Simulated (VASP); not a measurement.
## AlCr2C: the relaxed cell at several levels of theory

Which functional gives which lattice for AlCr2C? The starting structure is a computed structure from the Materials Project. The first relaxation on each setting starts from this cell expanded by 3 % in volume.

Method: Kohn-Sham DFT with plane waves and PAW; PBEsol, LDA, PBE, PBEsol + D3(BJ), r2SCAN and r2SCAN + rVV10, in VASP 6.6.1.

### 1. The starting structure

Symmetry: P6_3/mmc, No. 194, hexagonal system. The conventional cell has a = 2.825 Å, b = 2.825 Å, c = 12.601 Å, α = 90.00°, β = 90.00°, γ = 120.00°. Nearest to Cr lie 3 C at 1.95 Å and 3 Al at 2.64 Å. Al has 6 Cr at 2.64 Å and 6 Al at 2.83 Å nearest. Nearest to C lie 6 Cr at 1.95 Å. Farther neighbours are not listed.

Coordinates:

```cif
data_structure
_symmetry_space_group_name_H-M 'P 1'
_symmetry_Int_Tables_number 1
_cell_length_a 2.8251
_cell_length_b 2.8251
_cell_length_c 12.6014
_cell_angle_alpha 90.000
_cell_angle_beta 90.000
_cell_angle_gamma 120.000
_cell_volume 87.10
loop_
_atom_site_label
_atom_site_type_symbol
_atom_site_fract_x
_atom_site_fract_y
_atom_site_fract_z
_atom_site_occupancy
Cr1 Cr 0.33333 0.66667 0.08506 1
Cr2 Cr 0.66667 0.33333 0.58506 1
Cr3 Cr 0.66667 0.33333 0.91494 1
Cr4 Cr 0.33333 0.66667 0.41494 1
Al5 Al 0.33333 0.66667 0.75000 1
Al6 Al 0.66667 0.33333 0.25000 1
C7 C 0.00000 0.00000 0.00000 1
C8 C 0.00000 0.00000 0.50000 1
```

### 2. Relaxation with PBEsol

PBEsol restores the gradient expansion of exchange and is tuned for the cells of solids. This run starts from the cell of an earlier relaxation, which isn't shown; the restart sets up the plane waves anew.

File INCAR:

```
SYSTEM = AlCr2C
PREC = Accurate
ENCUT = 520
EDIFF = 1E-06
NELM = 100
ISMEAR = 1
SIGMA = 0.15
LREAL = .FALSE.
ALGO = Normal
GGA = PS
NBANDS = 43
ISPIN = 2
MAGMOM = 3 -3 3 -3 0 0 0 0
LASPH = .TRUE.
LMAXMIX = 4
LORBIT = 11
LWAVE = .FALSE.
LCHARG = .FALSE.
KPAR = 8
IBRION = 2
NSW = 50
ISIF = 3
EDIFFG = -0.006
```

File POSCAR:

```
AlCr2C
1.0
    2.8142785523      0.0000000000      0.0000000000
   -1.4071392761      2.4372367197      0.0000000000
    0.0000000000      0.0000000000     12.5750347533
Cr Al C
4 2 2
Direct
    0.3333333333      0.6666666667      0.0845009517
    0.6666666667      0.3333333333      0.5845009517
    0.6666666667      0.3333333333      0.9154990483
    0.3333333333      0.6666666667      0.4154990483
    0.3333333333      0.6666666667      0.7500000000
    0.6666666667      0.3333333333      0.2500000000
    0.0000000000      0.0000000000      0.0000000000
    0.0000000000      0.0000000000      0.5000000000
```

File KPOINTS:

```
Automatic mesh
0
Gamma
12 12 4
0 0 0
```

PAW data sets: Cr_pv, Al and C (PBE family, release 64).

Started as:

```
$ mpirun -np 8 vasp_std
```

What it wrote:

```text
[banner, memory and clock lines left out]
running    8 mpi-ranks, on    1 nodes
 distrk:  each k-point on    1 cores,    8 groups
 distr:  one band on    1 cores,    1 groups

 POSCAR found type information on POSCAR CrAlC
 POSCAR found :  3 types and       8 ions
|                                                                             |
|           W    W    AA    RRRRR   N    N  II  N    N   GGGG   !!!           |
|           W    W   A  A   R    R  NN   N  II  NN   N  G    G  !!!           |
|           W    W  A    A  R    R  N N  N  II  N N  N  G       !!!           |
|           W WW W  AAAAAA  RRRRR   N  N N  II  N  N N  G  GGG   !            |
|           WW  WW  A    A  R   R   N   NN  II  N   NN  G    G                |
|           W    W  A    A  R    R  N    N  II  N    N   GGGG   !!!           |
|                                                                             |
|     For optimal performance we recommend to set                             |
|       NCORE = 2 up to number-of-cores-per-socket                            |
|     NCORE specifies how many cores store one orbital (NPAR=cpu/NCORE).      |
|     This setting can greatly improve the performance of VASP for DFT.       |
|     The default, NCORE=1 might be grossly inefficient on modern             |
|     multi-core architectures or massively parallel machines. Do your        |
|     Unfortunately you need to use the default for GW and RPA                |
|     calculations (for HF NCORE is supported but not extensively tested      |
|     yet).                                                                   |
|                                                                             |

|                                                                             |
|               ----> ADVICE to this user running VASP <----                  |
|                                                                             |
|     You enforced a specific xc type in the INCAR file but a different       |
|     [... a line on the potential file left out ...]
|     I HOPE YOU KNOW WHAT YOU ARE DOING!                                     |
|                                                                             |

 LDA part: xc-table for (Slater+PW92), standard interpolation
 POSCAR, INCAR and KPOINTS ok, starting setup
 FFT: planning ... GRIDC
 FFT: planning ... GRID_SOFT
 FFT: planning ... GRID
 WAVECAR not read
 entering main loop
       N       E                     dE             d eps       ncg     rms          rms(c)
DAV:   1     0.747721841232E+03    0.74772E+03   -0.33295E+04  9812   0.163E+03
DAV:   2    -0.186619343389E+02   -0.76638E+03   -0.73417E+03  9824   0.496E+02
DAV:   3    -0.803800553762E+02   -0.61718E+02   -0.59171E+02 12384   0.144E+02
DAV:   4    -0.825295028946E+02   -0.21494E+01   -0.21235E+01 12053   0.247E+01
DAV:   5    -0.825740208786E+02   -0.44518E-01   -0.44463E-01 12172   0.386E+00    0.519E+01
DAV:   6    -0.723348251163E+02    0.10239E+02   -0.17555E+02 12770   0.896E+01    0.252E+01
DAV:   7    -0.693344636698E+02    0.30004E+01   -0.60037E+01 12045   0.560E+01    0.141E+01
DAV:   8    -0.691977496483E+02    0.13671E+00   -0.47121E+00 11860   0.137E+01    0.664E+00
DAV:   9    -0.697225230648E+02   -0.52477E+00   -0.76483E-01 13017   0.543E+00    0.375E+00
DAV:  10    -0.700650925233E+02   -0.34257E+00   -0.19692E-01 12167   0.232E+00    0.233E+00
DAV:  11    -0.702355883519E+02   -0.17050E+00   -0.25931E-01 12522   0.189E+00    0.993E-01
DAV:  12    -0.702542366444E+02   -0.18648E-01   -0.58657E-02 12075   0.103E+00    0.464E-01
DAV:  13    -0.702549755657E+02   -0.73892E-03   -0.84305E-03 11954   0.464E-01    0.246E-01
DAV:  14    -0.702551665277E+02   -0.19096E-03   -0.20978E-03 13616   0.303E-01    0.945E-02
DAV:  15    -0.702551454392E+02    0.21088E-04   -0.30301E-04 14279   0.930E-02    0.503E-02
DAV:  16    -0.702551383403E+02    0.70988E-05   -0.60085E-05 12797   0.411E-02    0.149E-02
DAV:  17    -0.702551373072E+02    0.10331E-05   -0.61049E-06 10945   0.159E-02    0.647E-03
DAV:  18    -0.702551372939E+02    0.13307E-07   -0.92900E-07  6045   0.499E-03
   1 F= -.70255137E+02 E0= -.70256515E+02  d E =-.702551E+02  mag=     0.0000
 curvature:   0.00 expect dE= 0.000E+00 dE for cont linesearch  0.000E+00
 trial: gam= 0.00000 g(F)=  0.475E-05 g(S)=  0.425E-05 ort = 0.000E+00 (trialstep = 0.100E+01)
 search vector abs. value=  0.900E-05
 reached required accuracy - stopping structural energy minimisation
```

Wall time 1.8 min (8 MPI ranks of Intel Xeon Platinum 8259CL at 2.50GHz (Skylake/Cascade Lake), shared host); peak memory 3.7 GiB.

The logs omit lines about the potential files and the build; timing stands in the text.

From OUTCAR (step 2):

```text
ion  position               nearest neighbor table
   1  0.333  0.667  0.085-   7 1.94   7 1.94   7 1.94   6 2.64   6 2.64   6 2.64   3 2.68   3 2.68
                             3 2.68
   2  0.667  0.333  0.585-   8 1.94   8 1.94   8 1.94   5 2.64   5 2.64   5 2.64   4 2.68   4 2.68
                             4 2.68
   3  0.667  0.333  0.915-   7 1.94   7 1.94   7 1.94   5 2.64   5 2.64   5 2.64   1 2.68   1 2.68
                             1 2.68
   4  0.333  0.667  0.415-   8 1.94   8 1.94   8 1.94   6 2.64   6 2.64   6 2.64   2 2.68   2 2.68
                             2 2.68
   5  0.333  0.667  0.750-   2 2.64   3 2.64   2 2.64   3 2.64   2 2.64   3 2.64
   6  0.667  0.333  0.250-   1 2.64   4 2.64   1 2.64   4 2.64   1 2.64   4 2.64
   7  0.000  0.000  0.000-   1 1.94   3 1.94   3 1.94   1 1.94   3 1.94   1 1.94
   8  0.000  0.000  0.500-   2 1.94   4 1.94   2 1.94   4 1.94   2 1.94   4 1.94

  LATTYP: Found a hexagonal cell.
 ALAT       =     2.8142785523
 C/A-ratio  =     4.4682978318

 Subroutine GETGRP returns: Found 24 space group operations
 (whereof 12 operations were pure point group operations)

The static configuration has the point symmetry D_3d.
 The point group associated with its full space group is D_6h.

 Found     57 irreducible k-points:

   k-points           NKPTS =     57   k-points in BZ     NKDIM =     57   number of bands    NBANDS=     43

   dimension x,y,z NGX =    24 NGY =   24 NGZ =   96
   dimension x,y,z NGXF=    48 NGYF=   48 NGZF=  192

   ENCUT  =  520.0 eV  38.22 Ry    6.18 a.u.   5.23  5.23 23.38*2*pi/ulx,y,z

   NELECT =      62.0000    total number of electrons

 k-points in reciprocal lattice and weights: Automatic mesh
   0.00000000  0.00000000  0.00000000       0.002
   0.08333333 -0.00000000  0.00000000       0.010
   0.16666667 -0.00000000  0.00000000       0.010
   0.25000000  0.00000000  0.00000000       0.010
   0.33333333 -0.00000000  0.00000000       0.010
   0.41666667 -0.00000000  0.00000000       0.010
   0.50000000  0.00000000  0.00000000       0.005
   0.08333333  0.08333333  0.00000000       0.010
   0.16666667  0.08333333  0.00000000       0.021
[...]
0.33333333  0.25000000  0.50000000       0.021
   0.33333333  0.33333333  0.50000000       0.003

 average (electrostatic) potential at core
       1 -66.4339       2 -66.4339       3 -66.4339       4 -66.4339       5 -69.4880
       6 -69.4880       7 -45.0612       8 -45.0612

 E-fermi :  10.1873

 spin component 1
 k-point     1 :       0.0000    0.0000    0.0000
  band No.  band energies     occupation
    ...
     30       9.0991      1.00000
     31       9.9813      1.03269
     32       9.9813      1.03269
     33      10.0112      1.03503
     34      10.0112      1.03503
     35      10.8155     -0.00000
     36      10.8155     -0.00000
     37      10.8629     -0.00000
     38      10.8629     -0.00000
     39      13.0276     -0.00000
    ...

 k-point     2 :       0.0833   -0.0000    0.0000
  band No.  band energies     occupation
    ...
     30       9.1938      1.00000
     31       9.7804      1.00043
     32       9.9425      1.02158
     33       9.9567      1.02595
     34       9.9747      1.03112
     35      10.8646     -0.00000
     36      10.8770     -0.00000
     37      10.9138     -0.00000
     38      10.9816     -0.00000
     39      13.0872     -0.00000
    ...

 k-point     3 :       0.1667   -0.0000    0.0000
  band No.  band energies     occupation
    ...
     30       9.4053      1.00000
     31       9.4357      1.00000
     32       9.9386      1.02041
     33       9.9793      1.03225
     34      10.0097      1.03519
     35      10.9390     -0.00000
     36      10.9964     -0.00000
     37      11.0009     -0.00000
     38      11.3197     -0.00000
     39      13.1758     -0.00000
    ...

 k-point     4 :       0.2500    0.0000    0.0000
  band No.  band energies     occupation
    ...
     28       8.9841      1.00000
     29       9.6196      1.00000
     30       9.6908      1.00001
     31       9.7411      1.00011
     32      10.0347      1.02683
     33      10.2878      0.05117
     34      10.3075      0.00965
     35      10.9743     -0.00000
     36      11.0454     -0.00000
     37      11.1166     -0.00000
    ...

 k-point     5 :       0.3333   -0.0000    0.0000
  band No.  band energies     occupation
    ...
     27       8.3754      1.00000
     28       8.5522      1.00000
     29      10.0160      1.03428
     30      10.0534      1.01007
     31      10.1207      0.83777
     32      10.2297      0.27121
     33      10.7583     -0.00000
     34      10.7652     -0.00000
     35      10.9980     -0.00000
     36      11.0824     -0.00000
    ...

 k-point     6 :       0.4167   -0.0000    0.0000
  band No.  band energies     occupation
    ...
     24       7.0735      1.00000
     25       7.5557      1.00000
     26       7.7062      1.00000
     27       7.9062      1.00000
     28       8.0982      1.00000
     29      10.2624      0.12958
     30      10.3950     -0.03231
     31      10.4837     -0.00864
     32      10.4885     -0.00780
     33      10.9876     -0.00000
    ...

  Total       -0.0022030     -0.0022030     -0.0263597     -0.0000000     -0.0000000      0.0000000
  in kB       -0.0409224     -0.0409224     -0.4896396     -0.0000000     -0.0000000      0.0000000
  external PRESSURE =      -0.1904948 kB  Pullay stress =       0.0000000 kB

  energy-cutoff  :      520.00
  volume of cell :       86.25
      direct lattice vectors                 reciprocal lattice vectors
     2.814278552  0.000000000  0.000000000     0.355330854  0.205150364  0.000000000
    -1.407139276  2.437236720  0.000000000     0.000000000  0.410300728  0.000000000
     0.000000000  0.000000000 12.575034753     0.000000000  0.000000000  0.079522643

 POSITION                                       TOTAL-FORCE (eV/Angst)
 -----------------------------------------------------------------------------------
     -0.00000      1.62482      1.06260        -0.000000      0.000000     -0.004963
      1.40714      0.81241      7.35012         0.000000     -0.000000     -0.004963
      1.40714      0.81241     11.51243         0.000000     -0.000000      0.004963
     -0.00000      1.62482      5.22491        -0.000000      0.000000      0.004963
     -0.00000      1.62482      9.43128         0.000000     -0.000000      0.000000
      1.40714      0.81241      3.14376        -0.000000      0.000000      0.000000
      0.00000      0.00000      0.00000         0.000000     -0.000000      0.000000
      0.00000      0.00000      6.28752         0.000000     -0.000000      0.000000
 -----------------------------------------------------------------------------------
    total drift:                               -0.000000      0.000000     -0.000000

  FREE ENERGIE OF THE ION-ELECTRON SYSTEM (eV)
  ---------------------------------------------------
  free  energy   TOTEN  =       -70.2551372939 eV

  energy  without entropy=      -70.2592696899  energy(sigma->0) =      -70.25651476

 reached required accuracy - stopping structural energy minimisation

 total charge
# of ion       s       p       d       tot
------------------------------------------
    1        0.346   6.438   4.418  11.202
    2        0.346   6.438   4.418  11.202
    3        0.346   6.438   4.418  11.202
    4        0.346   6.438   4.418  11.202
    5        0.414   0.408   0.000   0.821
    6        0.414   0.408   0.000   0.821
    7        0.904   1.583   0.000   2.486
    8        0.904   1.583   0.000   2.486
--------------------------------------------------
tot          4.021  29.733  17.671  51.424

 magnetization (x)
# of ion       s       p       d       tot
------------------------------------------
    1       -0.000   0.000   0.000   0.000
    2        0.000  -0.000  -0.000  -0.000
    3       -0.000   0.000   0.000   0.000
    4        0.000  -0.000  -0.000  -0.000
    5        0.000   0.000   0.000   0.000
    6        0.000   0.000   0.000   0.000
    7       -0.000  -0.000   0.000  -0.000
    8        0.000   0.000   0.000   0.000
--------------------------------------------------
tot          0.000   0.000   0.000   0.000

[... 1 further part left out ...]
```

CONTCAR:

```
AlCr2C
   1.00000000000000
     2.8142785522999998    0.0000000000000000    0.0000000000000000
    -1.4071392760999999    2.4372367197000000    0.0000000000000000
     0.0000000000000000    0.0000000000000000   12.5750347533000006
  Cr              Al              C
     4     2     2
Direct
     0.3333333332999970    0.6666666667000030    0.0845009517000008
     0.6666666667000030    0.3333333332999970    0.5845009517000008
     0.6666666667000030    0.3333333332999970    0.9154990482999992
     0.3333333332999970    0.6666666667000030    0.4154990482999992
     0.3333333332999970    0.6666666667000030    0.7500000000000000
     0.6666666667000030    0.3333333332999970    0.2500000000000000
     0.0000000000000000    0.0000000000000000    0.0000000000000000
     0.0000000000000000    0.0000000000000000    0.5000000000000000
```

The moments of the start collapse, so the state is non-magnetic; other starts or orders were not tried. The PAW data sets were made with PBE, which is usual practice but a small mismatch for other functionals. The run keeps the 24 symmetry operations of its start, so it cannot find a distortion of lower symmetry.

With PBEsol the relaxed cell holds 10.782 Å³ an atom, -0.97 % against the starting cell, with a = 2.814 Å and c = 12.575 Å.

### 3. Relaxation with LDA

LDA, the lowest rung, knows the local density alone. This run starts from the cell of an earlier relaxation, which isn't shown; the restart sets up the plane waves anew.

Changes to INCAR since step 2:

```diff
@@ -9,3 +9,3 @@
 ALGO = Normal
-GGA = PS
+GGA = CA
 NBANDS = 43
```

File POSCAR:

```
AlCr2C
1.0
    2.7946371032      0.0000000000      0.0000000000
   -1.3973185515      2.4202267257      0.0000000000
    0.0000000000      0.0000000000     12.4585221113
Cr Al C
4 2 2
Direct
    0.3333333333      0.6666666667      0.0848815647
    0.6666666667      0.3333333333      0.5848815647
    0.6666666667      0.3333333333      0.9151184353
    0.3333333333      0.6666666667      0.4151184353
    0.3333333333      0.6666666667      0.7500000000
    0.6666666667      0.3333333333      0.2500000000
    0.0000000000      0.0000000000      0.0000000000
    0.0000000000      0.0000000000      0.5000000000
```

KPOINTS is that of step 2.

Potentials, in the order of the species: Cr_pv, Al and C (LDA family, release 64).

Started as:

```
$ mpirun -np 8 vasp_std
```

What it wrote:

```text
[banner, memory and clock lines left out]
running    8 mpi-ranks, on    1 nodes
[...]
[... a notice as in an earlier step ...]

 LDA part: xc-table for (Slater(with rela. corr.)+CA(PZ))
 , standard interpolation
 POSCAR, INCAR and KPOINTS ok, starting setup
[...]
entering main loop
       N       E                     dE             d eps       ncg     rms          rms(c)
DAV:   1     0.750777129787E+03    0.75078E+03   -0.33319E+04  9828   0.164E+03
DAV:   2    -0.205856514851E+02   -0.77136E+03   -0.73924E+03  9813   0.500E+02
DAV:   3    -0.826786429489E+02   -0.62093E+02   -0.59587E+02 12365   0.145E+02
DAV:   4    -0.848926914728E+02   -0.22140E+01   -0.21859E+01 11976   0.254E+01
[...]
DAV:  15    -0.730397990412E+02    0.18519E-04   -0.16576E-04 12700   0.602E-02    0.244E-02
DAV:  16    -0.730397953617E+02    0.36795E-05   -0.13741E-05 11345   0.250E-02    0.865E-03
DAV:  17    -0.730397947395E+02    0.62225E-06   -0.39450E-06  9751   0.100E-02
   1 F= -.73039795E+02 E0= -.73041297E+02  d E =-.730398E+02  mag=     0.0000
[...]
reached required accuracy - stopping structural energy minimisation
```

The job ended after 97 s (8 MPI ranks; peak memory 3.2 GiB; 13 min of CPU time).

From OUTCAR (step 3):

```text
  Total        0.0086179      0.0086179     -0.0140176      0.0000000     -0.0000000     -0.0000000
  in kB        0.1638573      0.1638573     -0.2665242      0.0000000     -0.0000000     -0.0000000
  external PRESSURE =       0.0203968 kB  Pullay stress =       0.0000000 kB

 POSITION                                       TOTAL-FORCE (eV/Angst)
 -----------------------------------------------------------------------------------
     -0.00000      1.61348      1.05750        -0.000000     -0.000000      0.003017
      1.39732      0.80674      7.28676        -0.000000      0.000000      0.003017
      1.39732      0.80674     11.40102         0.000000      0.000000     -0.003017
     -0.00000      1.61348      5.17176        -0.000000     -0.000000     -0.003017
     -0.00000      1.61348      9.34389         0.000000      0.000000      0.000000
      1.39732      0.80674      3.11463         0.000000      0.000000      0.000000
      0.00000      0.00000      0.00000         0.000000      0.000000      0.000000
      0.00000      0.00000      6.22926         0.000000      0.000000      0.000000
 -----------------------------------------------------------------------------------
    total drift:                                0.000000     -0.000000      0.000000

  FREE ENERGIE OF THE ION-ELECTRON SYSTEM (eV)
  ---------------------------------------------------
  free  energy   TOTEN  =       -73.0397947395 eV

  energy  without entropy=      -73.0443019815  energy(sigma->0) =      -73.04129715

[... 3 parts as in an earlier step ...]

[... 2 further parts left out ...]
[key lines of the parts left out:]
E-fermi :  10.4104
```

With LDA the relaxed cell holds 10.533 Å³ an atom, -3.25 % against the starting cell, with a = 2.795 Å and c = 12.459 Å. That is -2.30 % from PBEsol.

(Part 1 of 2 ends here.)

[Lines on the potential files, build, host, timing and source positions are cut from VASP's logs without a mark.]

[Logs are printed without paths, hosts, clocks, repeated set-up lines and the standing remarks that a program may print on its own settings, such as how far it seeks lower states.]

[Hosts, paths, dates, database ids (printed as entryN), source tags and the programs' standing remarks are cut or masked in the printed files.]
